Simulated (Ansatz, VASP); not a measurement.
# One calculation of NaLiICl, two programs

```
Na Li I Cl
1.0
     4.09164    0.00000    0.00000
     0.00000    4.09164    0.00000
     0.00000    0.00000    6.46396
Na Li I Cl
1 1 1 1
Direct
  0.50000 0.50000 0.50000
  0.00000 0.00000 0.00000
  0.50000 0.50000 0.00000
  0.00000 0.00000 0.50000
```

Change from the starting cell: strain +0.000 along x and y, +0.040 along z, atoms carried along.

Alike in both runs: task single point; functional LDA; k mesh 6 × 6 × 4; occupations gaussian, width 0.05 eV; no spin polarisation.

```csv
,VASP,Ansatz
version,VASP 6.6.1,Ansatz 0.2.0
potentials or method,"VASP PAW LDA potentials, release 64 (Na_pv, Li_sv, I, Cl)","scalar-relativistic, plane waves, PAW"
plane-wave cutoff (eV),520,420
valence electrons in the cell,24,36
```

VASP gave:

```
gap on the k mesh at the Fermi level (eV) : 3.71
least direct gap on the mesh (eV)         : 4.05
```

Q: What did Ansatz give for the same quantities?

A: gap on the k mesh at the Fermi level (eV): 3.70; least direct gap on the mesh (eV): 4.04.

The two sets of potentials don't hold the same shells in valence.

Caveats: spin-orbit coupling is left out, which moves the levels of the heavy elements. A k mesh can miss the band edges.
